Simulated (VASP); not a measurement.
All values below come from PBE GGA, VASP's PBE PAW potentials (set 64) (plane waves; VASP).

A VASP calculation is set up with these files.

File POSCAR:
```
Te
1.0
  2.2300000000  -3.8624730000   0.0000000000
  2.2300000000   3.8624730000   0.0000000000
  0.0000000000   0.0000000000   5.9300000000
Te
3
Cart
  0.5864900000   1.0158303990   3.9533353100
  3.2870200000  -0.0000000000   0.0000000000
  0.5864900000  -1.0158303990   1.9766646900
```

### KPOINTS
```
Automatic
0
G
 6 6 4
0 0 0
```

INCAR:
```
! general
SYSTEM  = Te
PREC    = Accurate
ENCUT   = 520
LREAL   = F
LASPH   = T

! electronic loop
EDIFF   = 1E-6
NELM    = 100
ALGO    = Normal
LMAXMIX = 4

! smearing
ISMEAR  = 0
SIGMA   = 0.05

! functional
GGA     = PE

! ions
IBRION  = 2
NSW     = 60
ISIF    = 3
EDIFFG  = -0.01

! output
LWAVE   = F
LCHARG  = F
```

POTCAR, in this order: Te (PBE.64 set). Program: vasp_std.

The resulting files:

OUTCAR:
```
 ion  position               nearest neighbor table
   1  0.000  0.263  0.667-   2 2.83   3 2.83   2 3.50   2 3.50   3 3.50   3 3.50
   2  0.737  0.737  0.000-   3 2.83   1 2.83   1 3.50   3 3.50   3 3.50   1 3.50
   3  0.263  0.000  0.333-   2 2.83   1 2.83   2 3.50   2 3.50   1 3.50   1 3.50
  LATTYP: Found a hexagonal cell.
 ALAT       =     4.4599997394
 C/A-ratio  =     1.3295964902
 Subroutine PRICEL returns:
 Original cell was already a primitive cell.
 Subroutine GETGRP returns: Found  6 space group operations
The static configuration has the point symmetry C_2 .
 The point group associated with its full space group is D_3 .
The dynamic configuration has the point symmetry C_2 .
 Subroutine INISYM returns: Found  6 space group operations
 Subroutine IBZKPT returns following result:
 Found     24 irreducible k-points:

 Following reciprocal coordinates:
            Coordinates               Weight
  0.000000  0.000000  0.000000      1.000000
  0.166667  0.000000  0.000000      6.000000
  0.333333 -0.000000  0.000000      6.000000
  0.500000  0.000000  0.000000      3.000000
  0.166667  0.166667  0.000000      6.000000
  0.333333  0.166667  0.000000     12.000000
  0.333333  0.333333  0.000000      2.000000
  0.000000  0.000000  0.250000      2.000000
  0.166667  0.000000  0.250000      6.000000
  0.000000  0.166667  0.250000      6.000000
  0.333333 -0.000000  0.250000      6.000000
 -0.000000  0.333333  0.250000      6.000000
  0.500000  0.000000  0.250000      6.000000
  0.166667  0.166667  0.250000     12.000000
  0.333333  0.166667  0.250000     12.000000
 -0.166667  0.500000  0.250000     12.000000
  0.333333  0.333333  0.250000      4.000000
  0.000000  0.000000  0.500000      1.000000
  0.166667  0.000000  0.500000      6.000000
  0.333333 -0.000000  0.500000      6.000000
  0.500000  0.000000  0.500000      3.000000
...
```

### OSZICAR
```
       N       E                     dE             d eps       ncg     rms          rms(c)
DAV:   1     0.796270198871E+02    0.79627E+02   -0.66320E+03   624   0.111E+03
DAV:   2    -0.374622656235E+01   -0.83373E+02   -0.80069E+02   827   0.154E+02
DAV:   3    -0.931543911094E+01   -0.55692E+01   -0.55204E+01   764   0.459E+01
DAV:   4    -0.941737744125E+01   -0.10194E+00   -0.10187E+00   813   0.756E+00
DAV:   5    -0.941890535244E+01   -0.15279E-02   -0.15279E-02   754   0.900E-01    0.124E+01
DAV:   6    -0.940099068199E+01    0.17915E-01   -0.21513E-02   694   0.100E+00    0.787E+00
DAV:   7    -0.939843232042E+01    0.25584E-02   -0.45030E-02   654   0.149E+00    0.331E-01
DAV:   8    -0.939762203512E+01    0.81029E-03   -0.86079E-03   639   0.598E-01    0.167E-01
DAV:   9    -0.939766009182E+01   -0.38057E-04   -0.24880E-04   855   0.119E-01    0.121E-01
DAV:  10    -0.939770879138E+01   -0.48700E-04   -0.62882E-05   634   0.565E-02    0.228E-02
DAV:  11    -0.939770215322E+01    0.66382E-05   -0.24747E-05   644   0.350E-02    0.195E-02
DAV:  12    -0.939770207703E+01    0.76193E-07   -0.32717E-06   665   0.116E-02
   1 F= -.93977021E+01 E0= -.93976615E+01  d E =-.939770E+01
       N       E                     dE             d eps       ncg     rms          rms(c)
DAV:   1    -0.954755505394E+01   -0.14985E+00   -0.36559E+00   634   0.967E+00    0.242E+00
DAV:   2    -0.945784560506E+01    0.89709E-01   -0.14498E-01   624   0.240E+00    0.126E+00
DAV:   3    -0.942397187341E+01    0.33874E-01   -0.32794E-02   634   0.947E-01    0.449E-01
DAV:   4    -0.941267332549E+01    0.11299E-01   -0.22785E-02   649   0.718E-01    0.906E-01
DAV:   5    -0.941251749137E+01    0.15583E-03   -0.97364E-04   793   0.201E-01    0.329E-01
DAV:   6    -0.941253148084E+01   -0.13989E-04   -0.42340E-05   742   0.429E-02    0.502E-02
DAV:   7    -0.941253403317E+01   -0.25523E-05   -0.14569E-06   482   0.917E-03    0.332E-02
DAV:   8    -0.941253581514E+01   -0.17820E-05   -0.46698E-07   422   0.528E-03    0.642E-03
DAV:   9    -0.941253627322E+01   -0.45808E-06   -0.19168E-07   312   0.325E-03
   2 F= -.94125363E+01 E0= -.94124787E+01  d E =-.148342E-01
       N       E                     dE             d eps       ncg     rms          rms(c)
DAV:   1    -0.944772722220E+01   -0.35191E-01   -0.63920E-01   634   0.411E+00    0.969E-01
DAV:   2    -0.943226277540E+01    0.15464E-01   -0.23814E-02   624   0.965E-01    0.466E-01
DAV:   3    -0.942598484765E+01    0.62779E-02   -0.73125E-03   639   0.433E-01    0.194E-01
DAV:   4    -0.942470360859E+01    0.12812E-02   -0.24041E-03   659   0.237E-01    0.352E-01
DAV:   5    -0.942465948378E+01    0.44125E-04   -0.17050E-04   853   0.799E-02    0.671E-02
DAV:   6    -0.942465901925E+01    0.46454E-06   -0.36175E-06   697   0.136E-02
   3 F= -.94246590E+01 E0= -.94246089E+01  d E =-.269569E-01
       N       E                     dE             d eps       ncg     rms          rms(c)
DAV:   1    -0.942578066418E+01   -0.11212E-02   -0.24182E-02   624   0.864E-01    0.991E-02
DAV:   2    -0.942571089712E+01    0.69767E-04   -0.58707E-04   689   0.159E-01    0.434E-02
DAV:   3    -0.942567434224E+01    0.36555E-04   -0.62966E-05   699   0.523E-02    0.195E-02
DAV:   4    -0.942567349193E+01    0.85031E-06   -0.20729E-05   699   0.276E-02    0.545E-03
DAV:   5    -0.942567360202E+01   -0.11009E-06   -0.10408E-06   332   0.695E-03
   4 F= -.94256736E+01 E0= -.94256486E+01  d E =-.101458E-02
       N       E                     dE             d eps       ncg     rms          rms(c)
DAV:   1    -0.942751375342E+01   -0.18403E-02   -0.13515E-01   624   0.204E+00    0.221E-01
DAV:   2    -0.942714362919E+01    0.37012E-03   -0.32869E-03   689   0.375E-01    0.102E-01
DAV:   3    -0.942694508627E+01    0.19854E-03   -0.35042E-04   699   0.124E-01    0.461E-02
DAV:   4    -0.942694316588E+01    0.19204E-05   -0.11354E-04   694   0.646E-02    0.129E-02
DAV:   5    -0.942694414501E+01   -0.97913E-06   -0.60199E-06   664   0.161E-02
   5 F= -.94269441E+01 E0= -.94269407E+01  d E =-.228513E-02
       N       E                     dE             d eps       ncg     rms          rms(c)
DAV:   1    -0.942705065163E+01   -0.10749E-03   -0.10726E-02   624   0.575E-01    0.583E-02
DAV:   2    -0.942703043229E+01    0.20219E-04   -0.25647E-04   684   0.105E-01    0.283E-02
DAV:   3    -0.942701752895E+01    0.12903E-04   -0.23842E-05   699   0.327E-02    0.129E-02
DAV:   4    -0.942701752011E+01    0.88439E-08   -0.82179E-06   674   0.176E-02
   6 F= -.94270175E+01 E0= -.94270157E+01  d E =-.235850E-02
```

### OUTCAR
```
------------------------ aborting loop because EDIFF is reached ----------------------------------------
  FORCE on cell =-STRESS in cart. coord.  units (eV):
  Direction    XX          YY          ZZ          XY          YZ          ZX
  --------------------------------------------------------------------------------------
  Total       -0.0081576     -0.0081576      0.0064419      0.0000000     -0.0000000      0.0000000
  in kB       -0.1234892     -0.1234892      0.0975164      0.0000000     -0.0000000      0.0000000
  external PRESSURE =      -0.0498207 kB  Pullay stress =       0.0000000 kB
  volume of cell :      105.84
      direct lattice vectors                 reciprocal lattice vectors
     2.266981723 -3.926527208 -0.000000000     0.220557579 -0.127338988  0.000000000
     2.266981723  3.926527208  0.000000000     0.220557579  0.127338988  0.000000000
    -0.000000000 -0.000000000  5.945100904     0.000000000 -0.000000000  0.168205724
 POSITION                                       TOTAL-FORCE (eV/Angst)
 -----------------------------------------------------------------------------------
      0.60556      1.04887      3.96340         0.003367      0.005831     -0.000000
      3.32284     -0.00000     -0.00000        -0.006733     -0.000000     -0.000000
      0.60556     -1.04887      1.98170         0.003367     -0.005831      0.000000
 -----------------------------------------------------------------------------------
    total drift:                               -0.000175     -0.000400      0.000013
  FREE ENERGIE OF THE ION-ELECTRON SYSTEM (eV)
  ---------------------------------------------------
  free  energy   TOTEN  =        -9.4270175201 eV

  energy  without entropy=       -9.4270138975  energy(sigma->0) =       -9.42701571

 reached required accuracy - stopping structural energy minimisation
```
(Selected blocks of OUTCAR.)

### CONTCAR
```
Te
   1.00000000000000
     2.2669817230397946   -3.9265272081917635   -0.0000000000000000
     2.2669817230397946    3.9265272081917635    0.0000000000000000
    -0.0000000000000000   -0.0000000000000000    5.9451009043611069
  Te
     3
Direct
     0.0000000000015706    0.2671229770803999    0.6666669999999968
     0.7328770229180295    0.7328770229180295    0.0000000000000000
     0.2671229770803999    0.0000000000015706    0.3333330000000032
```

Energy and stress use the plane-wave basis of the starting cell.

The compound is Te in the trig structure. This run relaxes it. Symmetry was kept, so distortions that lower it aren't found.
